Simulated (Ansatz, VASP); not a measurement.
## Cs2AgBiBr6 in two plane-wave programs

One calculation is typed for both programs; each brings its own data sets and cutoff. How far apart do they land?

Calculated with Ansatz 0.2.0; plane waves, with VASP 6.6.1 beside it; single point at PBE.

**1. The structure**

Symmetry: Fm-3m, No. 225, cubic system. Conventional cell: a = 11.232 Å, b = 11.232 Å, c = 11.232 Å, α = 90.00°, β = 90.00°, γ = 90.00°. Nearest to Bi lie 6 Br at 2.81 Å. Nearest to Cs lie 12 Br at 3.97 Å. Ag has 6 Br at 2.80 Å nearest. Nearest to Br lie 1 Ag at 2.80 Å and 1 Bi at 2.81 Å and 4 Cs at 3.97 Å. Farther neighbours and most contacts between anions are not listed.

Structure file:

```cif
data_structure
_symmetry_space_group_name_H-M 'P 1'
_symmetry_Int_Tables_number 1
_cell_length_a 7.9424
_cell_length_b 7.9424
_cell_length_c 7.9424
_cell_angle_alpha 60.000
_cell_angle_beta 60.000
_cell_angle_gamma 60.000
_cell_volume 354.27
loop_
_atom_site_label
_atom_site_type_symbol
_atom_site_fract_x
_atom_site_fract_y
_atom_site_fract_z
_atom_site_occupancy
Bi1 Bi 0.00000 0.00000 0.00000 1
Cs2 Cs 0.75000 0.75000 0.75000 1
Cs3 Cs 0.25000 0.25000 0.25000 1
Ag4 Ag 0.50000 0.50000 0.50000 1
Br5 Br 0.74945 0.74945 0.25055 1
Br6 Br 0.25055 0.25055 0.74945 1
Br7 Br 0.74945 0.25055 0.25055 1
Br8 Br 0.74945 0.25055 0.74945 1
Br9 Br 0.25055 0.74945 0.74945 1
Br10 Br 0.25055 0.74945 0.25055 1
```

**2. Ansatz: single point, PBE**

Ansatz runs on its default PAW (the set named soft_2) files.

With cell and atoms fixed, the geometry can't cause a difference; cores, projectors, grids and the points listed under the comparison can.

Input file input.yaml:

```yaml
crystal:
  lattice:
    - [0.0, 5.6161, 5.6161]
    - [5.6161, 0.0, 5.6161]
    - [5.6161, 5.6161, 0.0]
  atoms:
    - { symbol: Bi, position: [0.0, 0.0, 0.0] }
    - { symbol: Cs, position: [0.75, 0.75, 0.75] }
    - { symbol: Cs, position: [0.25, 0.25, 0.25] }
    - { symbol: Ag, position: [0.5, 0.5, 0.5] }
    - { symbol: Br, position: [0.74945, 0.74945, 0.25055] }
    - { symbol: Br, position: [0.25055, 0.25055, 0.74945] }
    - { symbol: Br, position: [0.74945, 0.25055, 0.25055] }
    - { symbol: Br, position: [0.74945, 0.25055, 0.74945] }
    - { symbol: Br, position: [0.25055, 0.74945, 0.74945] }
    - { symbol: Br, position: [0.25055, 0.74945, 0.25055] }
hamiltonian:
  xc: pbe
  pseudopotentials: { kind: paw }
kpoints:
  mp_grid: { grid: [4, 4, 4] }
scf:
  occupations: { method: fermi_dirac, width: 0.05 }
  n_extra_bands: 6
output:
  forces: true
  stress: true
  eigenvalues: true
```

Command:

```
> ansatz run input.yaml --threads 4 --pin off --max-ram 9216MiB --backend cpu --events-out ev --progress --plain --runs-dir out
```

Numbers of over 12 decimals in the logs are rounded to 6 here.

The log of the run:

```text
scf.n_extra_bands = 6 over 47 filled bands (N_el = 94.0): the run solves 53 bands
Engine: ansatz 0.2.0, x86_64-unknown-linux-gnu
Pseudopotentials: kind: paw
Pseudopotential: Bi, paw, valence charge 15, recommended cutoff 420 eV (normal), Bi.paw.azcp
Pseudopotential: Cs, paw, valence charge 9, recommended cutoff 420 eV (normal), Cs.paw.azcp
Pseudopotential: Ag, paw, valence charge 19, recommended cutoff 420 eV (normal), Ag.paw.azcp
Pseudopotential: Br, paw, valence charge 7, recommended cutoff 420 eV (normal), Br.paw.azcp
Functional definition: PBE
  parameter kappa = 0.804
  parameter beta = 0.066725
  exchange = pbe_x(kappa = kappa, mu = beta*pi^2/3)
  correlation = pbe_c(beta = beta)
Crystal: 10 atoms, lattice volume = 354.270 Å³
Basis set: ecut = 420 eV, 6879 PW (Γ), exchange–correlation on 108×108×108 points (8 copies of the dense FFT grid, shifted against one another)
Bands: 53, of which v1, the nominal top of the filled ones, is band 47 counted from 1 (46 counted from 0)
Symmetry: 48 space group operations
Space group: Fm-3m (ITA 225), of the structure as read, at distance tolerance 7.1e-5 Å
k-points: 8 of 64
Non-local potential: Bi, projectors of the file, l = 0: 2, l = 1: 2, l = 2: 2, l = 3: 2
Non-local potential: Cs, projectors of the file, l = 0: 3, l = 1: 2, l = 2: 2, l = 3: 2
Non-local potential: Ag, projectors of the file, l = 0: 3, l = 1: 2, l = 2: 2, l = 3: 1
Non-local potential: Br, projectors of the file, l = 0: 2, l = 1: 2, l = 2: 2
PAW form: soft (Blöchl's): semilocal exchange-correlation on the pseudo side does not see the compensation charge
PAW one-centre angular grid: Bi, 590 points (default); XC on 64 Gauss nodes
PAW one-centre angular grid: Cs, 194 points (default); XC on 64 Gauss nodes
PAW one-centre angular grid: Ag, 590 points (default); XC on 64 Gauss nodes
PAW one-centre angular grid: Br, 110 points (default); XC on 64 Gauss nodes
Initial density: superposition of atomic densities (neutral atoms: chi_scale 0, normalization atom), corrected by the library's trained network
Initial wavefunctions: pseudopotential atomic-orbital guess
Functional: x = pbe(κ = 0.804, μ = 0.219515), c = pbe(β = 0.066725)
SCF iter   1: F=—  HF=-48039.031879 eV  |F-HF|=—  |Δ(HF+E_count)|=         —  Δρ=7.59e-4  dr2=1.73e-3  ethr=1.77e-3  ⟨swp⟩=11.9  Hψ=2153  notcnv=0
preconditioner: auto → Resta (q_TF=auto, 2.187 Å⁻¹)  ε∞=4.1  [insulator: Δε(μ)=1.246 eV  Ē_g=9.509 eV  σ=0.050 eV  W_gap=1.00  n_scr=58 (ndim 8)  ℏωp=16.7 eV  f_vac=0.040  D(μ)=0.00/eV (n_scr^D=0)  ε∞_Penn≈4.1]
SCF iter   2: F=—  HF=-48039.034925 eV  |F-HF|=—  |Δ(HF+E_count)|=   3.05e-3  Δρ=3.62e-4  dr2=5.63e-4  ethr=1.84e-6  ⟨swp⟩=3.0  Hψ=1178  notcnv=0  defer=2
SCF iter   3: F=—  HF=-48039.035056 eV  |F-HF|=—  |Δ(HF+E_count)|=   1.31e-4  Δρ=1.00e-4  dr2=4.49e-5  ethr=5.99e-7  ⟨swp⟩=2.0  Hψ=672  notcnv=0  defer=2
SCF iter   4: F=—  HF=-48039.035018 eV  |F-HF|=—  |Δ(HF+E_count)|=   3.83e-5  Δρ=4.29e-5  dr2=6.65e-6  ethr=4.77e-8  ⟨swp⟩=2.0  Hψ=591  notcnv=0  defer=2
SCF iter   5: F=—  HF=-48039.035025 eV  |F-HF|=—  |Δ(HF+E_count)|=   7.53e-6  Δρ=1.87e-5  dr2=1.64e-6  ethr=7.08e-9  ⟨swp⟩=2.0  Hψ=686  notcnv=0  defer=2
SCF iter   6: F=—  HF=-48039.035027 eV  |F-HF|=—  |Δ(HF+E_count)|=   1.60e-6  Δρ=5.49e-6  dr2=1.34e-7  ethr=1.74e-9  ⟨swp⟩=2.0  Hψ=630  notcnv=0  defer=2
SCF iter   7: F=-48039.035027 eV  HF=-48039.035027 eV  |F-HF|=1.14e-8  |Δ(HF+E_count)|=   1.51e-7  Δρ=1.51e-6  dr2=1.04e-8  ethr=1.06e-10  ⟨swp⟩=11.2  Hψ=2006  notcnv=0
SCF 1 converged in 7 iterations: F = -48039.035027 eV  dr2 = 1.04e-8
  greatest PAW one-centre occupation: 1.000 electrons in one spin orbital (limit 2), on the Ag atom at site 3 (counted from 0), in its partial waves of l = 0
SCF converged after 7 iterations
Free energy (F): -48039.035027 eV
Harris-Foulkes:  -48039.035027 eV  (|F-HF|=1.14e-8)
Internal energy: -48039.035026 eV  (E = F + TS)
E sigma→0 (E₀):  -48039.035027 eV
Entropy (-TS):   -0.000001 eV (-0.000 meV/atom)
Fermi energy:    5.081297 eV
--- Per-component energies (eV) ---
  E_band       = -798.368472
  E_kinetic    = 1916.265787
  E_local      = -8312.162801  (includes V_loc(G=0)·N_el)
  E_nonlocal   = 1128.611048
  E_hartree    = 3268.068383
  E_xc         = -2272.959238
  E_vxc        = -1254.565406  (∫ρ·V_xc dr)
  E_paw        = -38180.889764  (= ΣΔE_a)
  E_vpaw       = -812.647076  (= ΣTr[D̂ρ^β])
  E_aug_tail   = -0.000082  (compensation charges beyond the density's cutoff)
  E_ewald      = -5585.968359
  E_smearing   = -0.000001  (= −TS)
  E_closure    = 0.000000  (closes the sum)
  Σ components = -48039.035027   (vs F -48039.035027, Δ=0.00e0)
--- Forces (eV/Å), atoms counted from 1 ---
  atom   1  Bi    -0.00000000    -0.00000000    -0.00000000
  atom   2  Cs    -0.00000000    -0.00000000    -0.00000000
  atom   3  Cs    -0.00000000    -0.00000000    -0.00000000
  atom   4  Ag     0.00000000    -0.00000000    -0.00000000
  atom   5  Br     0.00000000    -0.00000000    -0.29036308
  atom   6  Br     0.00000000    -0.00000000     0.29036308
  atom   7  Br     0.29036308    -0.00000000     0.00000000
  atom   8  Br     0.00000000    -0.29036308    -0.00000000
  atom   9  Br    -0.29036308     0.00000000    -0.00000000
  atom  10  Br     0.00000000     0.29036308    -0.00000000
  max |Σ_I F_I| component: 1.18e-16 eV/Å
--- Stress (GPa, compression-positive) ---
        1.865050       0.000000      -0.000000
        0.000000       1.865050      -0.000000
        0.000000       0.000000       1.865050
  P = ⅓ Tr σ = 1.8651 GPa (18.651 kbar)
--- Band table (eV; the first three rows and the last of 8) ---
  k-point 0: bands = [... 43 lower, 3.2020, 3.2020, 3.7514, 3.7514, 6.7616, 6.7616, 6.7616, 8.0544, ... 2 higher]
  k-point 1: bands = [... 43 lower, 2.9206, 3.1017, 3.3644, 3.3644, 6.2342, 7.4551, 7.4551, 8.6164, ... 2 higher]
  k-point 2: bands = [... 43 lower, 2.9037, 3.0616, 3.1647, 3.1647, 5.7145, 8.1643, 8.1643, 9.3675, ... 2 higher]
  k-point 7: bands = [... 43 lower, 2.9531, 2.9531, 3.1543, 4.3489, 7.0822, 7.4749, 7.4749, 9.7354, ... 2 higher]
```

Elapsed: 2.2 s, on 4 threads of Intel Xeon Platinum 8488C (Sapphire Rapids), shared host; peak memory 0.98 GiB.

Reading the cycles: dr2 is the Hartree energy of the density residual (eV), the measure of convergence; HF is the Harris–Foulkes estimate of the energy, which meets the free energy F at convergence.

The run ends at a pressure of 1.87 GPa, with forces up to 0.29 eV/Å.

**3. VASP: single point, PBE**

The same cell, functional, mesh and smearing now go to VASP, with its own data sets and cutoff.

Lines of VASP's logs that name or quote its potential files are left out, and so is its time.

Input file INCAR:

```
SYSTEM = Cs2AgBiBr6
PREC = Accurate
ENCUT = 400
EDIFF = 1E-06
NELM = 100
ISMEAR = -1
SIGMA = 0.05
LREAL = .FALSE.
ALGO = Normal
GGA = PE
NBANDS = 53
LASPH = .TRUE.
LORBIT = 11
LWAVE = .FALSE.
LCHARG = .FALSE.
KPAR = 4
ISIF = 2
```

Input file POSCAR:

```
Cs2AgBiBr6
1.0
    0.0000000000      5.6161000000      5.6161000000
    5.6161000000      0.0000000000      5.6161000000
    5.6161000000      5.6161000000      0.0000000000
Bi Cs Ag Br
1 2 1 6
Direct
    0.0000000000      0.0000000000      0.0000000000
    0.7500000000      0.7500000000      0.7500000000
    0.2500000000      0.2500000000      0.2500000000
    0.5000000000      0.5000000000      0.5000000000
    0.7494500000      0.7494500000      0.2505500000
    0.2505500000      0.2505500000      0.7494500000
    0.7494500000      0.2505500000      0.2505500000
    0.7494500000      0.2505500000      0.7494500000
    0.2505500000      0.7494500000      0.7494500000
    0.2505500000      0.7494500000      0.2505500000
```

Input file KPOINTS:

```
Automatic mesh
0
Gamma
4 4 4
0 0 0
```

The projector-augmented-wave data sets are Bi_d, Cs_sv, Ag and Br (PBE family, release 64).

Command:

```
> mpirun -np 4 vasp_std
```

The log of the run:

```text
[banner, memory and clock lines left out]
running    4 mpi-ranks, on    1 nodes
 distrk:  each k-point on    1 cores,    4 groups
 distr:  one band on    1 cores,    1 groups

 POSCAR found type information on POSCAR BiCsAgBr
 POSCAR found :  4 types and      10 ions
 LDA part: xc-table for (Slater+PW92), standard interpolation
 POSCAR, INCAR and KPOINTS ok, starting setup
 FFT: planning ... GRIDC
 FFT: planning ... GRID_SOFT
 FFT: planning ... GRID
 WAVECAR not read
 entering main loop
       N       E                     dE             d eps       ncg     rms          rms(c)
DAV:   1     0.645656422252E+03    0.64566E+03   -0.32423E+04   872   0.117E+03
DAV:   2     0.354730518713E+02   -0.61018E+03   -0.59366E+03  1051   0.276E+02
DAV:   3    -0.288679532966E+02   -0.64341E+02   -0.64036E+02  1000   0.107E+02
DAV:   4    -0.306874856591E+02   -0.18195E+01   -0.18152E+01  1048   0.222E+01
DAV:   5    -0.307502533986E+02   -0.62768E-01   -0.62750E-01  1168   0.360E+00    0.818E+00
DAV:   6    -0.295345167993E+02    0.12157E+01   -0.22433E+00  1104   0.909E+00    0.546E+00
DAV:   7    -0.294667666332E+02    0.67750E-01   -0.12047E+00  1080   0.411E+00    0.237E+00
DAV:   8    -0.294716224216E+02   -0.48558E-02   -0.97644E-02  1011   0.155E+00    0.649E-01
DAV:   9    -0.294740711118E+02   -0.24487E-02   -0.84482E-03  1008   0.488E-01    0.130E-01
DAV:  10    -0.294747818078E+02   -0.71070E-03   -0.12863E-03  1054   0.149E-01    0.852E-02
DAV:  11    -0.294750580589E+02   -0.27625E-03   -0.29011E-04   968   0.703E-02    0.172E-02
DAV:  12    -0.294750834934E+02   -0.25435E-04   -0.27159E-05  1054   0.260E-02    0.106E-02
DAV:  13    -0.294750884347E+02   -0.49414E-05   -0.14372E-05  1000   0.139E-02    0.472E-03
DAV:  14    -0.294750879982E+02    0.43651E-06   -0.19800E-06   734   0.716E-03
   1 F= -.29475088E+02 E0= -.29475088E+02  d E =-.527881E-06
```

Parts of OUTCAR (step 3):

```text
ion  position               nearest neighbor table
   1  0.000  0.000  0.000-   5 2.81   6 2.81   7 2.81   8 2.81   9 2.81  10 2.81
   2  0.750  0.750  0.750-
   3  0.250  0.250  0.250-
   4  0.500  0.500  0.500-   5 2.80   6 2.80   7 2.80   8 2.80   9 2.80  10 2.80
   5  0.749  0.749  0.251-   4 2.80   1 2.81
   6  0.251  0.251  0.749-   4 2.80   1 2.81
   7  0.749  0.251  0.251-   4 2.80   1 2.81
   8  0.749  0.251  0.749-   4 2.80   1 2.81
   9  0.251  0.749  0.749-   4 2.80   1 2.81
  10  0.251  0.749  0.251-   4 2.80   1 2.81

  LATTYP: Found a face centered cubic cell.
 ALAT       =    11.2322000000

 Subroutine GETGRP returns: Found 48 space group operations
 (whereof 48 operations were pure point group operations)

The static configuration has the point symmetry O_h .

 Found      8 irreducible k-points:

   k-points           NKPTS =      8   k-points in BZ     NKDIM =      8   number of bands    NBANDS=     53

   dimension x,y,z NGX =    54 NGY =   54 NGZ =   54
   dimension x,y,z NGXF=   108 NGYF=  108 NGZF=  108

   ENCUT  =  400.0 eV  29.40 Ry    5.42 a.u.  12.95 12.95 12.95*2*pi/ulx,y,z

   NELECT =      86.0000    total number of electrons

 k-points in reciprocal lattice and weights: Automatic mesh
   0.00000000  0.00000000  0.00000000       0.016
   0.25000000  0.00000000  0.00000000       0.125
   0.50000000  0.00000000  0.00000000       0.062
   0.25000000  0.25000000  0.00000000       0.094
   0.50000000  0.25000000  0.00000000       0.375
  -0.25000000  0.25000000  0.00000000       0.188
   0.50000000  0.50000000  0.00000000       0.047
  -0.25000000  0.50000000  0.25000000       0.094

 average (electrostatic) potential at core
       1-109.8085       2 -49.1123       3 -49.1123       4 -76.1355       5 -63.5698
       6 -63.5698       7 -63.5698       8 -63.5698       9 -63.5698      10 -63.5698

 E-fermi :   2.0741

 k-point     1 :       0.0000    0.0000    0.0000
  band No.  band energies     occupation
    ...
     39       0.1990      2.00000
     40       0.1990      2.00000
     41       0.1990      2.00000
     42       0.7454      2.00000
     43       0.7454      2.00000
     44       3.7561      0.00000
     45       3.7561      0.00000
     46       3.7561      0.00000
     47       5.0470      0.00000
     48       5.9351      0.00000
    ...

 k-point     2 :       0.2500    0.0000    0.0000
  band No.  band energies     occupation
    ...
     39      -0.0840      2.00000
     40      -0.0840      2.00000
     41       0.0988      2.00000
     42       0.3588      2.00000
     43       0.3588      2.00000
     44       3.2288      0.00000
     45       4.4494      0.00000
     46       4.4494      0.00000
     47       5.6092      0.00000
     48       6.2865      0.00000
    ...

 k-point     3 :       0.5000    0.0000    0.0000
  band No.  band energies     occupation
    ...
     39      -0.1007      2.00000
     40      -0.1007      2.00000
     41       0.0537      2.00000
     42       0.1592      2.00000
     43       0.1592      2.00000
     44       2.7093      0.00001
     45       5.1583      0.00000
     46       5.1583      0.00000
     47       6.3606      0.00000
     48       6.5112      0.00000
    ...

  Total        3.9878880      3.9878880      3.9878880     -0.0000000     -0.0000000     -0.0000000
  in kB       18.0351204     18.0351204     18.0351204     -0.0000000     -0.0000000     -0.0000000
  external PRESSURE =      18.0351204 kB  Pullay stress =       0.0000000 kB

  energy-cutoff  :      400.00
  volume of cell :      354.27
      direct lattice vectors                 reciprocal lattice vectors
     0.000000000  5.616100000  5.616100000    -0.089029754  0.089029754  0.089029754
     5.616100000  0.000000000  5.616100000     0.089029754 -0.089029754  0.089029754
     5.616100000  5.616100000  0.000000000     0.089029754  0.089029754 -0.089029754

 POSITION                                       TOTAL-FORCE (eV/Angst)
 -----------------------------------------------------------------------------------
      0.00000      0.00000      0.00000        -0.000000      0.000000      0.000000
      8.42415      8.42415      8.42415        -0.000000      0.000000      0.000000
      2.80805      2.80805      2.80805        -0.000000      0.000000      0.000000
      5.61610      5.61610      5.61610        -0.000000      0.000000     -0.000000
      5.61610      5.61610      8.41797        -0.000000      0.000000     -0.294271
      5.61610      5.61610      2.81423        -0.000000      0.000000      0.294271
      2.81423      5.61610      5.61610         0.294271      0.000000      0.000000
      5.61610      8.41797      5.61610        -0.000000     -0.294271      0.000000
      8.41797      5.61610      5.61610        -0.294271      0.000000      0.000000
      5.61610      2.81423      5.61610        -0.000000      0.294271      0.000000
 -----------------------------------------------------------------------------------
    total drift:                                0.000000      0.000000      0.000000

  FREE ENERGIE OF THE ION-ELECTRON SYSTEM (eV)
  ---------------------------------------------------
  free  energy   TOTEN  =       -29.4750879982 eV

  energy  without entropy=      -29.4750874703  energy(sigma->0) =      -29.47508773

 total charge
# of ion       s       p       d       tot
------------------------------------------
    1        1.653   0.956   9.989  12.598
    2        1.840   4.712   0.017   6.569
    3        1.840   4.712   0.017   6.569
    4        0.240   0.174   9.322   9.736
    5        1.613   3.249   0.013   4.874
    6        1.613   3.249   0.013   4.874
    7        1.613   3.249   0.013   4.874
    8        1.613   3.249   0.013   4.874
    9        1.613   3.249   0.013   4.874
   10        1.613   3.249   0.013   4.874
--------------------------------------------------
tot         15.248  30.047  19.423  64.718

[... 3 further parts left out ...]
```

The run ends at a pressure of 1.80 GPa, with forces up to 0.29 eV/Å.

**4. Differences**

Known differences besides the potentials themselves: the data sets hold 94 valence electrons in Ansatz (default PAW (the set named soft_2) files) and 86 in VASP; the cutoff is 420 eV in Ansatz and 400 eV in VASP. Total energies have different zeros and are not compared.

Compared:

```tsv
quantity	Ansatz	VASP	difference
pressure (GPa)	1.87	1.80	+0.06
gap on the k mesh (eV)	1.264	1.268	-0.004
```

Forces (eV/Å; atoms numbered as in POSCAR):

```tsv
atom	Ansatz x, y, z	VASP x, y, z
Bi1	0.000, 0.000, 0.000	0.000, 0.000, 0.000
Cs2	0.000, 0.000, 0.000	0.000, 0.000, 0.000
Cs3	0.000, 0.000, 0.000	0.000, 0.000, 0.000
Ag4	0.000, 0.000, 0.000	0.000, 0.000, 0.000
Br5	0.000, 0.000, -0.290	0.000, 0.000, -0.294
Br6	0.000, 0.000, 0.290	0.000, 0.000, 0.294
Br7	0.290, 0.000, 0.000	0.294, 0.000, 0.000
Br8	0.000, -0.290, 0.000	0.000, -0.294, 0.000
Br9	-0.290, 0.000, 0.000	-0.294, 0.000, 0.000
Br10	0.000, 0.290, 0.000	0.000, 0.294, 0.000
```

The forces differ by 1.8 meV/Å r.m.s., which is 1.3 % of the r.m.s. force of 0.13 eV/Å (both taken over all components). A gap on the mesh is an upper bound, since the band edges may lie between its points; neither run holds spin-orbit coupling, which can move the band edges of a compound of Bi. Ansatz's pressure holds a Pulay correction of 0.01 GPa; VASP's holds none.

**5. Outcome**

| Quantity | Value |
| --- | --- |
| r.m.s. force difference (single point, PBE) | 1.8 meV/Å |

In words: The r.m.s. force difference is 1.8 meV/Å (single point, PBE), within the 12 meV/Å picked in this series as the mark of a large difference. Such differences can come from data sets, numerical settings and the points named under the comparisons, not from the functional's error against experiment.

[Lines on the potential files, build, host, timing and source positions are cut from VASP's logs without a mark.]

[Logs are printed without paths, hosts, clocks, repeated set-up lines and the standing remarks that a program may print on its own settings, such as how far it seeks lower states.]

[Hosts, paths, dates, database ids (printed as entryN), source tags and the programs' standing remarks are cut or masked in the printed files.]
